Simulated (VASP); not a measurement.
Computed with LDA (Ceperley-Alder, Perdew-Zunger), VASP's LDA PAW potentials (set 64) (plane waves; VASP).

Input for VASP

**INCAR**
```
SYSTEM = Tc
PREC = Accurate
ENCUT = 400
EDIFF = 1E-6
NELM = 100
ALGO = Normal
LREAL = .FALSE.
LASPH = .TRUE.
ISMEAR = 1
SIGMA = 0.1
LMAXMIX = 4
LWAVE = .FALSE.
LCHARG = .FALSE.
IBRION = 2
ISIF = 3
NSW = 60
EDIFFG = -0.01
```

KPOINTS:
```
Automatic mesh
0
Gamma
14 14 8
0 0 0
```

**POSCAR**
```
Tc
1.0
  1.3529416858  -2.3433641184   0.0000000000
  1.3529416858   2.3433641184   0.0000000000
  0.0000000000   0.0000000000   4.3282456930
Tc
2
direct
  0.3333330000   0.6666670000   0.2500000000
  0.6666670000   0.3333330000   0.7500000000
```

POTCAR, in this order: Tc_pv (LDA.64 set). Program: vasp_std.

The run wrote:

File OUTCAR:
```
 ion  position               nearest neighbor table
   1  0.333  0.667  0.250-   2 2.67   2 2.67   2 2.67   2 2.67   2 2.67   2 2.67
   2  0.667  0.333  0.750-   1 2.67   1 2.67   1 2.67   1 2.67   1 2.67   1 2.67
  LATTYP: Found a hexagonal cell.
 ALAT       =     2.7058836998
 C/A-ratio  =     1.5995682643
 Subroutine PRICEL returns:
 Original cell was already a primitive cell.
 Subroutine GETGRP returns: Found 24 space group operations
The static configuration has the point symmetry D_3d.
 The point group associated with its full space group is D_6h.
The dynamic configuration has the point symmetry D_3d.
 Subroutine INISYM returns: Found 24 space group operations
 Subroutine IBZKPT returns following result:
 Found    120 irreducible k-points:

 Following reciprocal coordinates:
            Coordinates               Weight
  0.000000  0.000000  0.000000      1.000000
  0.071429 -0.000000  0.000000      6.000000
  0.142857 -0.000000  0.000000      6.000000
  0.214286  0.000000  0.000000      6.000000
  0.285714 -0.000000  0.000000      6.000000
  0.357143 -0.000000  0.000000      6.000000
  0.428571  0.000000  0.000000      6.000000
...
```

### OSZICAR
```
       N       E                     dE             d eps       ncg     rms          rms(c)
DAV:   1     0.271028847703E+03    0.27103E+03   -0.14759E+04  4136   0.133E+03
DAV:   2    -0.183460833932E+02   -0.28937E+03   -0.28650E+03  4522   0.416E+02
DAV:   3    -0.249413227603E+02   -0.65952E+01   -0.64692E+01  4786   0.740E+01
DAV:   4    -0.250013638344E+02   -0.60041E-01   -0.59768E-01  4478   0.685E+00
DAV:   5    -0.250018853910E+02   -0.52156E-03   -0.52152E-03  4577   0.613E-01    0.219E+01
DAV:   6    -0.236543425496E+02    0.13475E+01   -0.31567E+00  4358   0.175E+01    0.708E+00
DAV:   7    -0.234853732613E+02    0.16897E+00   -0.58518E-01  4618   0.670E+00    0.951E-01
DAV:   8    -0.234721236920E+02    0.13250E-01   -0.15495E-02  4186   0.145E+00    0.220E-01
DAV:   9    -0.234721469897E+02   -0.23298E-04   -0.40942E-04  4667   0.160E-01    0.286E-02
DAV:  10    -0.234721591781E+02   -0.12188E-04   -0.22739E-05  4219   0.429E-02    0.740E-03
DAV:  11    -0.234721591595E+02    0.18607E-07   -0.25465E-07  2220   0.482E-03
   1 F= -.23472159E+02 E0= -.23471938E+02  d E =-.234722E+02
```

OUTCAR:
```
------------------------ aborting loop because EDIFF is reached ----------------------------------------
  FORCE on cell =-STRESS in cart. coord.  units (eV):
  Direction    XX          YY          ZZ          XY          YZ          ZX
  --------------------------------------------------------------------------------------
  Total       -0.0030788     -0.0030788     -0.0003032      0.0000000     -0.0000000      0.0000000
  in kB       -0.1797328     -0.1797328     -0.0177005      0.0000000     -0.0000000      0.0000000
  external PRESSURE =      -0.1257220 kB  Pullay stress =       0.0000000 kB
  volume of cell :       27.44
      direct lattice vectors                 reciprocal lattice vectors
     1.352941686 -2.343364118  0.000000000     0.369565078 -0.213368463  0.000000000
     1.352941686  2.343364118  0.000000000     0.369565078  0.213368463  0.000000000
     0.000000000  0.000000000  4.328245693     0.000000000  0.000000000  0.231040489
 POSITION                                       TOTAL-FORCE (eV/Angst)
 -----------------------------------------------------------------------------------
      1.35294      0.78112      1.08206        -0.000000     -0.000000      0.000000
      1.35294     -0.78112      3.24618         0.000000      0.000000      0.000000
 -----------------------------------------------------------------------------------
    total drift:                                0.000024      0.000601     -0.000043
  FREE ENERGIE OF THE ION-ELECTRON SYSTEM (eV)
  ---------------------------------------------------
  free  energy   TOTEN  =       -23.4721591595 eV

  energy  without entropy=      -23.4714948147  energy(sigma->0) =      -23.47193771

 reached required accuracy - stopping structural energy minimisation
```
(Selected blocks of OUTCAR.)

File OUTCAR:
```
 val. band max:       13.2047506234   @ k =   0.1429   0.1429   0.1250

 cond. band min:      13.2150214696   @ k =   0.0714  -0.0000   0.1250


 Fermi energy:        13.2138087195

 k-point     1 :       0.0000    0.0000    0.0000
  band No.  band energies     occupation
      1     -26.1502      2.00000
      2     -24.8600      2.00000
      3     -24.8600      2.00000
      4     -24.6430      2.00000
      5     -24.6430      2.00000
      6     -24.5947      2.00000
      7       5.7458      2.00000
      8       7.5325      2.00000
      9      11.5698      2.00000
     10      11.5698      2.00000
     11      11.6772      2.00000
     12      12.3479      2.00000
     13      12.3479      2.00000
     14      13.0727      2.06274
     15      13.0728      2.06276
     16      15.1067     -0.00000
     17      15.9364      0.00000

 k-point     2 :       0.0714   -0.0000    0.0000
  band No.  band energies     occupation
      1     -26.1253      2.00000
      2     -24.9145      2.00000
      3     -24.8779      2.00000
      4     -24.6993      2.00000
      5     -24.6501      2.00000
      6     -24.6042      2.00000
      7       5.9475      2.00000
      8       7.6975      2.00000
      9      11.1564      2.00000
     10      11.7440      2.00000
     11      12.0284      2.00000
     12      12.2434      2.00000
     13      12.5107      2.00000
     14      12.8162      2.00000
     15      12.9325      2.00051
     16      14.0226     -0.00000
     17      16.0283      0.00000

 k-point     3 :       0.1429   -0.0000    0.0000
  band No.  band energies     occupation
      1     -26.0553      2.00000
      2     -25.0675      2.00000
      3     -24.9263      2.00000
      4     -24.8553      2.00000
      5     -24.6719      2.00000
      6     -24.6353      2.00000
      7       6.5101      2.00000
      8       8.1147      2.00000
      9      10.6479      2.00000
     10      11.8644      2.00000
     11      11.9335      2.00000
...
```

The compound is Tc in the hcp structure. It was relaxed first. The start is the result of an earlier pass.
